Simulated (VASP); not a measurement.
A 71-atom supercell of AlN (wurtzite) holds O on the N site with a neighbouring Al vacancy in charge state -2. It is relaxed twice, with the total moment held at 0 and at 2 μB. The numbers are results of PBE GGA, VASP's PBE PAW potentials (set 64) (plane waves; VASP), not measurements. Settings: PREC = Normal, LREAL = Auto, ISYM = 0, NELECT = 288.0, EDIFF = 1E-5, 400 eV cut-off, 1×1×1 Γ-centred mesh, Gaussian smearing of 0.050 eV, potentials Al N O.

The cell is charged, with a uniform compensating background. The supercell is sampled at Γ alone, which is coarse: total energies, pressure and levels can be off, energies of defects by several tenths of an eV.

Task: Which spin state lies lower, and by how much?

Result: The state with 0 μB lies lower, by 2.74 eV.

The cell is a supercell with a defect, built from AlN (wurtzite).
